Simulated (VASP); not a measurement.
# A VASP study of FeSi2 (Linzhiite) (rev-vdW-DF2 + U): structure first, properties next, part 5 of 10

Wanted: the relaxed cell of FeSi2 (Linzhiite) and its properties. The start is a cell from a database of measured crystal structures.

VASP 6.6.1, plane waves and PAW; the level of theory is named at each step.

Still holding for the runs below: A U on the itinerant d states of such a compound is hard to justify; it moves the bands at the Fermi level and favours large moments.

So far, pressure (GPa): step 2 (magnetic order: ferromagnetic) 12.1; step 3 (magnetic order: antiferromagnetic, q = (0, 0, 1/2)) 11.1; step 4 (magnetic order: antiferromagnetic, q = (1/2, 1/2, 1/2)) 4.73; step 5 (magnetic order: antiferromagnetic, q = (1/2, 1/2, 0)) 4.96.

### 7. Full relaxation (rev-vdW-DF2 + U)

This step: rev-vdW-DF2, DFT+U (Fe d 5 eV), spin-polarised from an antiferromagnetic start; plane waves and PAW (Fe, Si) (VASP 6.6.1).

The start need not lie at this functional's minimum. ISIF = 3 frees volume, shape and positions, and EDIFFG sets the threshold on forces and stress at which the search stops.

INCAR

```
SYSTEM = FeSi2
PREC = Accurate
ENCUT = 400
EDIFF = 1E-06
NELM = 100
ISMEAR = 0
SIGMA = 0.05
LREAL = .FALSE.
ALGO = Normal
GGA = MK
AGGAC = 0
LUSE_VDW = .TRUE.
PARAM1 = 0.1234
PARAM2 = 0.711357
ZAB_VDW = -1.8867
LASPH = .TRUE.
NBANDS = 25
ISPIN = 2
MAGMOM = 1.79 -1.79 0 0 0 0
LDAU = .TRUE.
LDAUTYPE = 2
LDAUL = 2 -1
LDAUU = 5 0
LDAUJ = 0 0
LDAUPRINT = 1
LMAXMIX = 4
LORBIT = 11
LWAVE = .FALSE.
LCHARG = .FALSE.
KPAR = 8
IBRION = 2
NSW = 60
ISIF = 3
EDIFFG = -0.01
```

POSCAR

```
FeSi2
1.0
    5.3920000000      0.0000000000      0.0000000000
    2.6960000000      2.6960000000      0.0000000000
    0.0000000000      0.0000000000      5.1470000000
Fe Si
2 4
Direct
    0.0000000000      0.5000000000      0.0000000000
    0.5000000000      0.5000000000      0.0000000000
    0.0000000000      0.0000000000      0.2717000000
    0.5000000000      0.0000000000      0.2717000000
    0.0000000000      0.0000000000      0.7283000000
    0.5000000000      0.0000000000      0.7283000000
```

KPOINTS

```
Automatic mesh
0
Gamma
8 8 5
0 0 0
```

The projector-augmented-wave data sets are Fe and Si (PBE family, release 64).

Launch:

```sh
$ mpirun -np 8 vasp_std
```

The log of the run:

```text
[... set-up lines as in an earlier step ...]
 entering main loop
       N       E                     dE             d eps       ncg     rms          rms(c)
DAV:   1     0.176024154707E+03    0.17602E+03   -0.11139E+04  4500   0.106E+03
DAV:   2    -0.123173465477E+02   -0.18834E+03   -0.17360E+03  4502   0.256E+02
DAV:   3    -0.234450553700E+02   -0.11128E+02   -0.10560E+02  5843   0.744E+01
DAV:   4    -0.238428357325E+02   -0.39778E+00   -0.39511E+00  5664   0.134E+01
DAV:   5    -0.238589119547E+02   -0.16076E-01   -0.16058E-01  6151   0.262E+00    0.230E+01
DAV:   6    -0.263664562548E+02   -0.25075E+01   -0.28694E+01  6177   0.950E+01    0.192E+01
DAV:   7    -0.222544533913E+02    0.41120E+01   -0.17116E+01  5937   0.854E+01    0.845E+00
DAV:   8    -0.225121914132E+02   -0.25774E+00   -0.14837E+00  6518   0.995E+00    0.423E+00
DAV:   9    -0.225432952214E+02   -0.31104E-01   -0.20171E-01  7306   0.722E+00    0.179E+00
DAV:  10    -0.226086413271E+02   -0.65346E-01   -0.72806E-02  7658   0.410E+00    0.837E-01
DAV:  11    -0.226482280823E+02   -0.39587E-01   -0.46429E-02  7729   0.282E+00    0.402E-01
DAV:  12    -0.226542246451E+02   -0.59966E-02   -0.97457E-03  6857   0.149E+00    0.260E-01
DAV:  13    -0.226571202909E+02   -0.28956E-02   -0.21670E-03  6957   0.506E-01    0.129E-01
DAV:  14    -0.226583384325E+02   -0.12181E-02   -0.14450E-03  7163   0.415E-01    0.639E-02
DAV:  15    -0.226585456439E+02   -0.20721E-03   -0.52901E-04  7276   0.246E-01    0.305E-02
DAV:  16    -0.226585715546E+02   -0.25911E-04   -0.60618E-05  6955   0.103E-01    0.114E-02
DAV:  17    -0.226585707479E+02    0.80671E-06   -0.86507E-06  6378   0.276E-02
   1 F= -.22658571E+02 E0= -.22657934E+02  d E =-.226586E+02  mag=    -0.0000
 curvature:   0.00 expect dE= 0.000E+00 dE for cont linesearch  0.000E+00
 trial: gam= 0.00000 g(F)=  0.391E-01 g(S)=  0.130E+00 ort = 0.000E+00 (trialstep = 0.100E+01)
 search vector abs. value=  0.169E+00
 bond charge predicted
       N       E                     dE             d eps       ncg     rms          rms(c)
DAV:   1    -0.233882036710E+02   -0.72963E+00   -0.12576E+01  4760   0.512E+01    0.816E+00
DAV:   2    -0.239644663918E+02   -0.57626E+00   -0.98591E+00  6199   0.658E+01    0.977E+00
DAV:   3    -0.227160114521E+02    0.12485E+01   -0.30739E+00  6236   0.360E+01    0.188E+00
DAV:   4    -0.227343261664E+02   -0.18315E-01   -0.31987E-01  6294   0.431E+00    0.103E+00
DAV:   5    -0.227308934272E+02    0.34327E-02   -0.44069E-02  6811   0.235E+00    0.397E-01
DAV:   6    -0.227316697813E+02   -0.77635E-03   -0.30791E-03  6489   0.501E-01    0.232E-01
DAV:   7    -0.227321394047E+02   -0.46962E-03   -0.23115E-03  7249   0.807E-01    0.129E-01
DAV:   8    -0.227322718235E+02   -0.13242E-03   -0.30629E-04  5662   0.129E-01    0.676E-02
DAV:   9    -0.227323122926E+02   -0.40469E-04   -0.49838E-05  6924   0.983E-02    0.205E-02
DAV:  10    -0.227323241033E+02   -0.11811E-04   -0.11666E-05  6959   0.543E-02    0.117E-02
DAV:  11    -0.227323328274E+02   -0.87241E-05   -0.11563E-05  7189   0.596E-02    0.565E-03
DAV:  12    -0.227323349318E+02   -0.21044E-05   -0.22440E-06  3330   0.195E-02    0.369E-03
DAV:  13    -0.227323377433E+02   -0.28115E-05   -0.25796E-06  4552   0.113E-02    0.144E-03
DAV:  14    -0.227323389707E+02   -0.12274E-05   -0.34813E-07  2763   0.463E-03    0.832E-04
DAV:  15    -0.227323395030E+02   -0.53238E-06   -0.16390E-07  2511   0.304E-03
   2 F= -.22732340E+02 E0= -.22731413E+02  d E =-.737688E-01  mag=     0.0000
[...]
3 F= -.22732654E+02 E0= -.22731639E+02  d E =-.740832E-01  mag=     0.0000
[...]
4 F= -.22732628E+02 E0= -.22731633E+02  d E =-.740577E-01  mag=     0.0000
 curvature:  -0.55 expect dE=-0.824E-04 dE for cont linesearch -0.213E-04
 ZBRENT: accuracy reached
 trial: gam= 0.00000 g(F)=  0.116E-03 g(S)=  0.348E-04 ort =-0.256E-02 (trialstep = 0.991E+00)
 search vector abs. value=  0.151E-03
 bond charge predicted
       N       E                     dE             d eps       ncg     rms          rms(c)
DAV:   1    -0.227327382141E+02   -0.11014E-03   -0.23857E-03  4793   0.344E-01    0.555E-02
DAV:   2    -0.227327639840E+02   -0.25770E-04   -0.35127E-04  6972   0.337E-01    0.606E-02
DAV:   3    -0.227327256607E+02    0.38323E-04   -0.14040E-04  6221   0.247E-01    0.246E-02
DAV:   4    -0.227327265430E+02   -0.88233E-06   -0.24513E-05  7078   0.499E-02    0.126E-02
DAV:   5    -0.227327252425E+02    0.13005E-05   -0.43090E-06  5739   0.292E-02    0.545E-03
DAV:   6    -0.227327248128E+02    0.42977E-06   -0.17553E-06  3077   0.103E-02
   5 F= -.22732725E+02 E0= -.22731740E+02  d E =-.963403E-04  mag=     0.0000
 trial-energy change:   -0.000096  1 .order   -0.000099   -0.000149   -0.000049
 step:   1.4767(harm=  1.4767)  dis= 0.00174  next Energy=   -22.732740 (dE=-0.111E-03)
 reached required accuracy - stopping structural energy minimisation
```

Wall time 3.8 min (8 MPI ranks of Intel Xeon 6975P-C (Granite Rapids), shared host); peak memory 4.2 GiB; 30 min of CPU time.

Parts of OUTCAR (step 7):

```text
   NELECT =      32.0000    total number of electrons

atom =   1  type =  1  l = 2

 onsite density matrix

spin component  1

  0.8641  0.0000 -0.0000 -0.0000 -0.0000
  0.0000  0.8816 -0.0000  0.0000  0.0000
 -0.0000 -0.0000  0.8902  0.0000  0.0000
 -0.0000  0.0000  0.0000  0.8816  0.0000
 -0.0000  0.0000  0.0000  0.0000  0.8694

spin component  2

  0.7838  0.0000 -0.0000  0.0000  0.0000
  0.0000  0.6030  0.0000 -0.0000 -0.0000
 -0.0000  0.0000  0.2099  0.0000  0.0000
  0.0000 -0.0000  0.0000  0.6030 -0.0000
  0.0000 -0.0000  0.0000 -0.0000  0.1203

 occupancies and eigenvectors

  o =  0.1203  v =  0.0000  0.0000  0.0000  0.0000  0.0000  0.0000  0.0000 -0.0000 -0.0000  1.0000      0.0000  0.0000  0.0000  0.0000  0.0000  0.0000  0.0000  0.0000  0.0000  0.0000
  o =  0.2099  v =  0.0000  0.0000  0.0000  0.0000  0.0000  0.0000 -0.0000  1.0000 -0.0000  0.0000      0.0000  0.0000  0.0000  0.0000  0.0000  0.0000  0.0000  0.0000  0.0000  0.0000
  o =  0.6030  v =  0.0000  0.0000  0.0000  0.0000  0.0000  0.0000 -1.0000 -0.0000  0.0095 -0.0000      0.0000  0.0000  0.0000  0.0000  0.0000  0.0000  0.0000  0.0000  0.0000  0.0000
  o =  0.6030  v =  0.0000  0.0000  0.0000  0.0000  0.0000  0.0000  0.0095  0.0000  1.0000  0.0000      0.0000  0.0000  0.0000  0.0000  0.0000  0.0000  0.0000  0.0000  0.0000  0.0000
  o =  0.7838  v =  0.0000  0.0000  0.0000  0.0000  0.0000  1.0000  0.0000  0.0000  0.0000  0.0000      0.0000  0.0000  0.0000  0.0000  0.0000  0.0000  0.0000  0.0000  0.0000  0.0000
  o =  0.8641  v =  1.0000  0.0000  0.0000  0.0000  0.0000  0.0000  0.0000  0.0000  0.0000  0.0000      0.0000  0.0000  0.0000  0.0000  0.0000  0.0000  0.0000  0.0000  0.0000  0.0000
  o =  0.8694  v =  0.0000  0.0000 -0.0000  0.0000  1.0000  0.0000  0.0000  0.0000  0.0000  0.0000      0.0000  0.0000  0.0000  0.0000  0.0000  0.0000  0.0000  0.0000  0.0000  0.0000
  o =  0.8816  v =  0.0000  0.6957  0.0000 -0.7184  0.0000  0.0000  0.0000  0.0000  0.0000  0.0000      0.0000  0.0000  0.0000  0.0000  0.0000  0.0000  0.0000  0.0000  0.0000  0.0000
  o =  0.8816  v =  0.0000  0.7184  0.0000  0.6957 -0.0000  0.0000  0.0000  0.0000  0.0000  0.0000      0.0000  0.0000  0.0000  0.0000  0.0000  0.0000  0.0000  0.0000  0.0000  0.0000
  o =  0.8902  v =  0.0000  0.0000 -1.0000 -0.0000 -0.0000  0.0000  0.0000  0.0000  0.0000  0.0000      0.0000  0.0000  0.0000  0.0000  0.0000  0.0000  0.0000  0.0000  0.0000  0.0000

atom =   2  type =  1  l = 2

 onsite density matrix

spin component  1

  0.7838 -0.0000 -0.0000  0.0000  0.0000
 -0.0000  0.6030  0.0000 -0.0000 -0.0000
 -0.0000  0.0000  0.2099  0.0000 -0.0000
  0.0000 -0.0000  0.0000  0.6030 -0.0000
  0.0000 -0.0000 -0.0000 -0.0000  0.1203

spin component  2

  0.8641  0.0000 -0.0000 -0.0000 -0.0000
  0.0000  0.8816 -0.0000  0.0000 -0.0000
 -0.0000 -0.0000  0.8902 -0.0000  0.0000
 -0.0000  0.0000 -0.0000  0.8816  0.0000
 -0.0000 -0.0000  0.0000  0.0000  0.8694

 occupancies and eigenvectors

  o =  0.1203  v =  0.0000 -0.0000  0.0000  0.0000  1.0000  0.0000  0.0000  0.0000  0.0000  0.0000      0.0000  0.0000  0.0000  0.0000  0.0000  0.0000  0.0000  0.0000  0.0000  0.0000
  o =  0.2099  v =  0.0000 -0.0000 -1.0000  0.0000  0.0000  0.0000  0.0000  0.0000  0.0000  0.0000      0.0000  0.0000  0.0000  0.0000  0.0000  0.0000  0.0000  0.0000  0.0000  0.0000
  o =  0.6030  v =  0.0000  0.9798  0.0000  0.2002  0.0000  0.0000  0.0000  0.0000  0.0000  0.0000      0.0000  0.0000  0.0000  0.0000  0.0000  0.0000  0.0000  0.0000  0.0000  0.0000
  o =  0.6030  v =  0.0000 -0.2002  0.0000  0.9798 -0.0000  0.0000  0.0000  0.0000  0.0000  0.0000      0.0000  0.0000  0.0000  0.0000  0.0000  0.0000  0.0000  0.0000  0.0000  0.0000
  o =  0.7838  v =  1.0000  0.0000  0.0000  0.0000  0.0000  0.0000  0.0000  0.0000  0.0000  0.0000      0.0000  0.0000  0.0000  0.0000  0.0000  0.0000  0.0000  0.0000  0.0000  0.0000
  o =  0.8641  v =  0.0000  0.0000  0.0000  0.0000  0.0000  1.0000  0.0000  0.0000  0.0000  0.0000      0.0000  0.0000  0.0000  0.0000  0.0000  0.0000  0.0000  0.0000  0.0000  0.0000
  o =  0.8694  v =  0.0000  0.0000  0.0000  0.0000  0.0000  0.0000 -0.0000  0.0000 -0.0000 -1.0000      0.0000  0.0000  0.0000  0.0000  0.0000  0.0000  0.0000  0.0000  0.0000  0.0000
  o =  0.8816  v =  0.0000  0.0000  0.0000  0.0000  0.0000  0.0000 -0.1174  0.0000  0.9931 -0.0000      0.0000  0.0000  0.0000  0.0000  0.0000  0.0000  0.0000  0.0000  0.0000  0.0000
  o =  0.8816  v =  0.0000  0.0000  0.0000  0.0000  0.0000  0.0000  0.9931  0.0000  0.1174 -0.0000      0.0000  0.0000  0.0000  0.0000  0.0000  0.0000  0.0000  0.0000  0.0000  0.0000
  o =  0.8902  v =  0.0000  0.0000  0.0000  0.0000  0.0000  0.0000  0.0000 -1.0000  0.0000 -0.0000      0.0000  0.0000  0.0000  0.0000  0.0000  0.0000  0.0000  0.0000  0.0000  0.0000

 E-fermi :   9.5260

 spin component 1
 k-point     1 :       0.0000    0.0000    0.0000
  band No.  band energies     occupation
    ...
     12       7.0644      1.00000
     13       7.0646      1.00000
     14       7.2851      1.00000
     15       8.8391      1.00000
     16       8.9608      1.00000
     17      11.1143      0.00000
     18      12.0444      0.00000
     19      12.0445      0.00000
     20      12.1768      0.00000
     21      12.2333      0.00000
    ...

 k-point     2 :       0.1250    0.0000    0.0000
  band No.  band energies     occupation
    ...
     12       6.9096      1.00000
     13       6.9929      1.00000
     14       7.1536      1.00000
     15       9.1605      1.00000
     16       9.2813      1.00000
     17      10.6767      0.00000
     18      11.0752      0.00000
     19      11.1290      0.00000
     20      12.0804      0.00000
     21      12.1659      0.00000
    ...

Total vdW correction in eV:      3.9715357

  Total        0.0355625      0.0355625     -0.0351851      0.0000000      0.0000000      0.0000000
  in kB        0.7224819      0.7224819     -0.7148144      0.0000000      0.0000000      0.0000000
  external PRESSURE =       0.2433831 kB  Pullay stress =       0.0000000 kB

 POSITION                                       TOTAL-FORCE (eV/Angst)
 -----------------------------------------------------------------------------------
      1.37250      1.37250      0.00000         0.000000     -0.000000      0.000000
      4.11751      1.37250      5.23312         0.000000     -0.000000      0.000000
      5.49001     -0.00000      1.44172        -0.000000      0.000000     -0.004712
      2.74500     -0.00000      1.44172        -0.000000      0.000000     -0.004712
      2.74500      2.74500      3.79140         0.000000     -0.000000      0.004712
      5.49001      2.74500      3.79140         0.000000     -0.000000      0.004712
 -----------------------------------------------------------------------------------
    total drift:                                0.000000     -0.000000      0.000000

  FREE ENERGIE OF THE ION-ELECTRON SYSTEM (eV)
  ---------------------------------------------------
  free  energy   TOTEN  =       -22.7327248128 eV

  energy  without entropy=      -22.7307554066  energy(sigma->0) =      -22.73174011

Total vdW correction in eV:      3.9714923

 reached required accuracy - stopping structural energy minimisation

 magnetization (x)
# of ion       s       p       d       tot
------------------------------------------
    1        0.025   0.047   2.065   2.136
    2       -0.025  -0.047  -2.065  -2.136
    3        0.000   0.000   0.000   0.000
    4        0.000   0.000   0.000   0.000
    5        0.000   0.000   0.000   0.000
    6        0.000   0.000   0.000   0.000
--------------------------------------------------
tot          0.000   0.000   0.000   0.000

[... 7 parts as in an earlier step ...]

[... 10 further parts left out ...]
```

The magnetic order is the lowest of the few collinear ones that converged above; longer or canted patterns were not tried. The cell is doubled for it, so bands and modes from the zone boundary of the chemical cell fold onto Γ and the labels are those of the larger cell. The run keeps the 16 symmetry operations of its start, so it cannot find a distortion of lower symmetry.

The steps of the relaxation:

```csv
step,energy less that of the first step (eV),largest force (eV/Å),pressure (GPa),volume (Å³)
1,0.0000,0.4502,4.97,74.82
2,-0.0738,0.0449,-0.21,79.09
3,-0.0741,0.0154,0.07,78.80
4,-0.0741,0.0245,-0.02,78.88
5,-0.0742,0.0047,0.02,78.86
```

```csv
cell as run,before,after,change
a (Å),5.392,5.490,+1.8 %
b (Å),3.813,3.882,+1.8 %
c (Å),5.147,5.233,+1.7 %
volume (Å³/atom),12.47,13.14,+5.4 %
```

The atoms that moved most (Å, as changes of fractional coordinates times the final cell):

```csv
atom,dx,dy,dz,length
Si4,0.000,0.000,0.020,0.020
Si3,0.000,0.000,0.020,0.020
Si6,0.000,0.000,-0.020,0.020
Si5,0.000,0.000,-0.020,0.020
```

Final coordinates:

```xyz
6
Lattice="5.4900 0.0000 0.0000 2.7450 2.7450 0.0000 0.0000 0.0000 5.2331" Properties=species:S:1:pos:R:3 pbc="T T T"
Fe    1.3725    1.3725    0.0000
Fe    4.1175    1.3725    0.0000
Si    0.0000    0.0000    1.4417
Si    2.7450    0.0000    1.4417
Si    0.0000    0.0000    3.7914
Si    2.7450    0.0000    3.7914
```

Numbers from this step:

* free energy (TOTEN): -22.73 eV
* energy at zero smearing: -22.73 eV
* Fermi energy: 9.526 eV
* pressure: 0.02434 GPa
* SCF cycles over all ionic steps: 52

Spin moment in the PAW sphere by atom:

```csv
atom,spin moment in the PAW sphere (μB)
Fe1,2.14
Fe2,-2.14
Si3,0.00
Si4,0.00
Si5,0.00
Si6,0.00
```

It ends with a largest force of 0.005 eV/Å and a pressure of 0.02 GPa.

[end of part 5 of 10]

[Lines on the potential files, build, host, timing and source positions are cut from VASP's logs without a mark.]

[Logs are printed without paths, hosts, clocks, repeated set-up lines and the standing remarks that a program may print on its own settings, such as how far it seeks lower states.]

[Hosts, paths, dates, database ids (printed as entryN), source tags and the programs' standing remarks are cut or masked in the printed files.]

[A measured line is paired with the nearest computed mode of its activity, which favours agreement.]
